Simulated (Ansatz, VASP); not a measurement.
Two plane-wave programs on KAl3

```xyz
4
Lattice="4.5221 0.0000 0.0000 0.0000 4.5221 0.0000 0.0000 0.0000 4.5221" Properties=species:S:1:pos:R:3 pbc="T T T"
K     0.0000    0.0000    0.0000
Al    0.0000    2.2611    2.2611
Al    2.2611    0.0000    2.2611
Al    2.2611    2.2611    0.0000
```

Alike in both runs: functional PBE; k mesh 4 × 4 × 4; occupations gaussian, width 0.1 eV; no spin polarisation.

Ansatz relaxed the structure, and its values are those at the end. VASP's run is a single point on that final structure, the one shown.

```csv
,VASP,Ansatz
version,VASP 6.6.1,Ansatz 0.2.0
potentials or method,"VASP PAW PBE potentials, release 64 (K_sv, Al)","scalar-relativistic, plane waves, PAW"
plane-wave cutoff (eV),520,420
valence electrons in the cell,18,18
```

Ansatz gave:

```
gap on the k mesh at the Fermi level (eV) : none
pressure (GPa)                            : 0.2
```

**Question.** Which values does VASP return?

**Answer.** gap on the k mesh at the Fermi level (eV): none; pressure (GPa): 0.3.

A gap of «none» marks a metal or a gap that the smearing closes.
